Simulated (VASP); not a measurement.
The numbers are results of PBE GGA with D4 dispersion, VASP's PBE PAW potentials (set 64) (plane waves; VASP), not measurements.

VASP input:

POSCAR:
```
KI
1.0
  0.0000000000   3.4559864923   3.4559864923
  3.4559864923   0.0000000000   3.4559864923
  3.4559864923   3.4559864923   0.0000000000
K I
1 1
Cartesian
  0.0000000000   0.0000000000   0.0000000000
  3.4559864923   3.4559864923   3.4559864923
```

**INCAR**
```
SYSTEM = KI
PREC = Accurate
ENCUT = 520
EDIFF = 1E-7
NELM = 100
ALGO = Normal
LREAL = .FALSE.
LASPH = .TRUE.
ISMEAR = 0
SIGMA = 0.05
GGA = PE
IVDW = 13
LMAXMIX = 4
LWAVE = .FALSE.
LCHARG = .FALSE.
ISIF = 2
```

File KPOINTS:
```
Automatic mesh
0
Gamma
7 7 7
0 0 0
```

POTCAR, in this order: K_sv I (PBE.64 set). Program: vasp_std.

Q: What will the output report for the number of irreducible k-points (NKPTS), largest plane-wave count, number of space-group operations, FFT grid (NGX, NGY, NGZ)?

A: 
The number of irreducible k-points (NKPTS) is 20, the largest plane-wave count is 2239 and the number of space-group operations is 48. The FFT grid (NGX, NGY, NGZ) is 36 × 36 × 36.

The compound is KI in the rock salt structure. This cell is one point of a volume scan, at 0.94 of the reference volume.
